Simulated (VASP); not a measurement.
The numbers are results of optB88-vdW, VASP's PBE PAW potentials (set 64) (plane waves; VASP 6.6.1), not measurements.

VASP input:

INCAR:
```
# general
SYSTEM    =  Bi
PREC      =  Accurate
ENCUT     =  520
LREAL     =  .FALSE.
LASPH     =  .TRUE.

# electronic loop
EDIFF     =  1E-6
NELM      =  100
ALGO      =  Normal
LMAXMIX   =  4

# smearing
ISMEAR    =  1
SIGMA     =  0.1

# functional
GGA       =  BO
LUSE_VDW  =  .TRUE.
AGGAC     =  0.0
PARAM1    =  0.1833333333
PARAM2    =  0.22

# ions
IBRION    =  2
NSW       =  60
ISIF      =  3
EDIFFG    =  -0.01

# output
LWAVE     =  .FALSE.
LCHARG    =  .FALSE.
```

### KPOINTS
```
Regular mesh
0
G
 9 9 9
0 0 0
```

POSCAR:
```
Bi
1
    4.1658200000    -2.2750000000     0.0000000000
    4.1658200000     2.2750000000     0.0000000000
    2.9234170000     0.0000000000     3.7394270000
Bi
2
Direct
  0.2340000000   0.2340000000   0.2340000000
  0.7660000000   0.7660000000   0.7660000000
```

POTCAR, in this order: Bi_d (PBE.64 set). Program: vasp_std.

The resulting files:

OSZICAR:
```
       N       E                     dE             d eps       ncg     rms          rms(c)
DAV:   1     0.300735418572E+03    0.30074E+03   -0.16741E+04  3230   0.189E+03
DAV:   2     0.226334947285E+02   -0.27810E+03   -0.27387E+03  3248   0.457E+02
DAV:   3    -0.227756931627E+00   -0.22861E+02   -0.22497E+02  3746   0.154E+02
DAV:   4    -0.102467715024E+01   -0.79692E+00   -0.79547E+00  3564   0.314E+01
DAV:   5    -0.106806162610E+01   -0.43384E-01   -0.43383E-01  4464   0.653E+00    0.103E+00
DAV:   6    -0.106522946198E+01    0.28322E-02   -0.15798E-02  4150   0.125E+00    0.622E-01
DAV:   7    -0.106467915422E+01    0.55031E-03   -0.12294E-02  3400   0.115E+00    0.897E-02
DAV:   8    -0.106493592309E+01   -0.25677E-03   -0.10729E-03  3567   0.358E-01    0.232E-02
DAV:   9    -0.106496121557E+01   -0.25292E-04   -0.61334E-05  4089   0.652E-02    0.902E-03
DAV:  10    -0.106495956866E+01    0.16469E-05   -0.92661E-06  2748   0.277E-02    0.170E-03
DAV:  11    -0.106495980803E+01   -0.23937E-06   -0.69649E-07  1951   0.866E-03
   1 F= -.10649598E+01 E0= -.10650508E+01  d E =-.106496E+01
       N       E                     dE             d eps       ncg     rms          rms(c)
DAV:   1    -0.171677859855E+01   -0.65182E+00   -0.20682E+01  3524   0.751E+01    0.418E+00
DAV:   2    -0.117459451108E+01    0.54218E+00   -0.11911E+00  3488   0.172E+01    0.173E+00
DAV:   3    -0.107003831097E+01    0.10456E+00   -0.52590E-01  4053   0.103E+01    0.214E-01
DAV:   4    -0.107011045124E+01   -0.72140E-04   -0.13323E-02  3425   0.121E+00    0.937E-02
DAV:   5    -0.107036437619E+01   -0.25392E-03   -0.32286E-03  4148   0.627E-01    0.762E-02
DAV:   6    -0.107028809057E+01    0.76286E-04   -0.51399E-04  4078   0.339E-01    0.104E-02
DAV:   7    -0.107028250040E+01    0.55902E-05   -0.38526E-05  3904   0.810E-02    0.441E-03
DAV:   8    -0.107028378637E+01   -0.12860E-05   -0.25819E-06  2595   0.146E-02    0.128E-03
DAV:   9    -0.107028443605E+01   -0.64968E-06   -0.56692E-07  1627   0.693E-03
   2 F= -.10702844E+01 E0= -.10703836E+01  d E =-.532463E-02
       N       E                     dE             d eps       ncg     rms          rms(c)
DAV:   1    -0.117275739852E+01   -0.10247E+00   -0.29339E+00  3524   0.263E+01    0.165E+00
DAV:   2    -0.108822320339E+01    0.84534E-01   -0.18718E-01  3488   0.660E+00    0.666E-01
DAV:   3    -0.107331164828E+01    0.14912E-01   -0.72394E-02  4050   0.390E+00    0.720E-02
DAV:   4    -0.107340950856E+01   -0.97860E-04   -0.17314E-03  3393   0.395E-01    0.374E-02
DAV:   5    -0.107350264569E+01   -0.93137E-04   -0.40268E-04  3903   0.189E-01    0.249E-02
DAV:   6    -0.107350400305E+01   -0.13574E-05   -0.37067E-05  4037   0.839E-02    0.307E-03
DAV:   7    -0.107350474228E+01   -0.73923E-06   -0.21166E-06  1759   0.200E-02
   3 F= -.10735047E+01 E0= -.10736012E+01  d E =-.854493E-02
       N       E                     dE             d eps       ncg     rms          rms(c)
DAV:   1    -0.107366760155E+01   -0.16360E-03   -0.50682E-03  3521   0.112E+00    0.677E-02
DAV:   2    -0.107352709885E+01    0.14050E-03   -0.30923E-04  3488   0.272E-01    0.275E-02
DAV:   3    -0.107350079370E+01    0.26305E-04   -0.12632E-04  4055   0.163E-01    0.316E-03
DAV:   4    -0.107350005727E+01    0.73643E-06   -0.27820E-06  2571   0.171E-02
   4 F= -.10735001E+01 E0= -.10735966E+01  d E =-.854025E-02
       N       E                     dE             d eps       ncg     rms          rms(c)
DAV:   1    -0.107363798379E+01   -0.13719E-03   -0.47268E-03  3524   0.108E+00    0.646E-02
DAV:   2    -0.107350885445E+01    0.12913E-03   -0.28734E-04  3488   0.262E-01    0.262E-02
DAV:   3    -0.107348485213E+01    0.24002E-04   -0.11713E-04  4053   0.156E-01    0.306E-03
DAV:   4    -0.107348415252E+01    0.69960E-06   -0.26287E-06  2531   0.166E-02
   5 F= -.10734842E+01 E0= -.10735809E+01  d E =-.852434E-02
       N       E                     dE             d eps       ncg     rms          rms(c)
DAV:   1    -0.107392030955E+01   -0.43546E-03   -0.20784E-02  3458   0.119E+00    0.101E-01
DAV:   2    -0.107370978889E+01    0.21052E-03   -0.93965E-04  4661   0.514E-01    0.626E-02
DAV:   3    -0.107356590212E+01    0.14389E-03   -0.24126E-04  4329   0.313E-01    0.640E-03
DAV:   4    -0.107357454894E+01   -0.86468E-05   -0.91743E-05  3431   0.119E-01    0.438E-03
DAV:   5    -0.107357468405E+01   -0.13511E-06   -0.22776E-06  1931   0.194E-02
   6 F= -.10735747E+01 E0= -.10736734E+01  d E =-.905315E-04
       N       E                     dE             d eps       ncg     rms          rms(c)
DAV:   1    -0.107671432024E+01   -0.31398E-02   -0.18647E-01  3455   0.356E+00    0.301E-01
DAV:   2    -0.107483505150E+01    0.18793E-02   -0.83989E-03  4568   0.148E+00    0.187E-01
DAV:   3    -0.107355057810E+01    0.12845E-02   -0.22048E-03  4393   0.914E-01    0.192E-02
DAV:   4    -0.107361932956E+01   -0.68751E-04   -0.75072E-04  3425   0.333E-01    0.127E-02
DAV:   5    -0.107362010243E+01   -0.77287E-06   -0.26500E-05  4595   0.566E-02    0.621E-03
DAV:   6    -0.107361999470E+01    0.10773E-06   -0.10677E-06  1910   0.263E-02
   7 F= -.10736200E+01 E0= -.10737142E+01  d E =-.135842E-03
       N       E                     dE             d eps       ncg     rms          rms(c)
DAV:   1    -0.107396667817E+01   -0.34658E-03   -0.19358E-02  3452   0.115E+00    0.975E-02
DAV:   2    -0.107377114587E+01    0.19553E-03   -0.88085E-04  4699   0.501E-01    0.607E-02
DAV:   3    -0.107363497908E+01    0.13617E-03   -0.21984E-04  4140   0.304E-01    0.615E-03
DAV:   4    -0.107364324998E+01   -0.82709E-05   -0.91209E-05  3431   0.119E-01    0.427E-03
DAV:   5    -0.107364298699E+01    0.26299E-06   -0.19949E-06  1785   0.184E-02
   8 F= -.10736430E+01 E0= -.10737406E+01  d E =-.158834E-03
       N       E                     dE             d eps       ncg     rms          rms(c)
DAV:   1    -0.107369116013E+01   -0.47910E-04   -0.29450E-03  3458   0.450E-01    0.377E-02
DAV:   2    -0.107366159138E+01    0.29569E-04   -0.12966E-04  4688   0.193E-01    0.234E-02
DAV:   3    -0.107364116582E+01    0.20426E-04   -0.33783E-05  4145   0.117E-01    0.240E-03
DAV:   4    -0.107364237435E+01   -0.12085E-05   -0.13980E-05  3329   0.471E-02    0.168E-03
DAV:   5    -0.107364228826E+01    0.86087E-07   -0.31607E-07  1618   0.731E-03
   9 F= -.10736423E+01 E0= -.10737407E+01  d E =-.158136E-03
       N       E                     dE             d eps       ncg     rms          rms(c)
DAV:   1    -0.107615896005E+01   -0.25166E-02   -0.73508E-02  3557   0.424E+00    0.260E-01
DAV:   2    -0.107404876359E+01    0.21102E-02   -0.43813E-03  3500   0.107E+00    0.109E-01
DAV:   3    -0.107364120189E+01    0.40756E-03   -0.18350E-03  4193   0.636E-01    0.152E-02
DAV:   4    -0.107364518877E+01   -0.39869E-05   -0.58962E-05  3296   0.858E-02    0.614E-03
DAV:   5    -0.107364872935E+01   -0.35406E-05   -0.11823E-05  4237   0.443E-02    0.417E-03
DAV:   6    -0.107364821403E+01    0.51533E-06   -0.12688E-06  1633   0.209E-02
  10 F= -.10736482E+01 E0= -.10737458E+01  d E =-.592577E-05
       N       E                     dE             d eps       ncg     rms          rms(c)
DAV:   1    -0.107422736063E+01   -0.57863E-03   -0.16536E-02  3551   0.202E+00    0.123E-01
DAV:   2    -0.107376025073E+01    0.46711E-03   -0.97494E-04  3497   0.507E-01    0.515E-02
DAV:   3    -0.107366786952E+01    0.92381E-04   -0.41443E-04  4182   0.302E-01    0.726E-03
DAV:   4    -0.107366592983E+01    0.19397E-05   -0.13486E-05  3302   0.415E-02    0.290E-03
DAV:   5    -0.107366485000E+01    0.10798E-05   -0.21444E-06  1819   0.216E-02    0.177E-03
DAV:   6    -0.107366484145E+01    0.85483E-08   -0.57480E-07  1615   0.141E-02
  11 F= -.10736648E+01 E0= -.10737628E+01  d E =-.225532E-04
```

OUTCAR:
```
------------------------ aborting loop because EDIFF is reached ----------------------------------------
  FORCE on cell =-STRESS in cart. coord.  units (eV):
  Direction    XX          YY          ZZ          XY          YZ          ZX
  --------------------------------------------------------------------------------------
  Total        0.0004517      0.0001468      0.0001804      0.0000000      0.0000000      0.0001013
  in kB        0.0099506      0.0032336      0.0039751      0.0000000      0.0000000      0.0022317
  external PRESSURE =       0.0057197 kB  Pullay stress =       0.0000000 kB
  volume of cell :       72.73
      direct lattice vectors                 reciprocal lattice vectors
     4.214630937 -2.290456403  0.006813745     0.118785255 -0.218297104 -0.093342310
     4.214630937  2.290456403  0.006813745     0.118785255  0.218297104 -0.093342310
     2.963787017 -0.000000000  3.771646506    -0.000429188  0.000000000  0.265473453
 POSITION                                       TOTAL-FORCE (eV/Angst)
 -----------------------------------------------------------------------------------
      2.67257     -0.00000      0.88795        -0.001402      0.000000     -0.000466
      8.72048     -0.00000      2.89733         0.001402     -0.000000      0.000466
 -----------------------------------------------------------------------------------
    total drift:                               -0.000000     -0.000000     -0.000000
  FREE ENERGIE OF THE ION-ELECTRON SYSTEM (eV)
  ---------------------------------------------------
  free  energy   TOTEN  =        -1.0736648415 eV

  energy  without entropy=       -1.0739588379  energy(sigma->0) =       -1.07376284

 reached required accuracy - stopping structural energy minimisation
```
(Selected blocks of OUTCAR.)

### CONTCAR
```
Bi
   1.00000000000000
     4.2146309372507025   -2.2904564033911372    0.0068137450816061
     4.2146309372507025    2.2904564033911372    0.0068137450816061
     2.9637870174361849   -0.0000000000000000    3.7716465064193656
  Bi
     2
Direct
     0.2345788138775493    0.2345788138775493    0.2345788138768161
     0.7654211861224507    0.7654211861224507    0.7654211861231839
```

Energy and stress use the plane-wave basis of the starting cell.

The compound is Bi in the a7 structure. This run relaxes it. Symmetry was kept, so distortions that lower it aren't found.
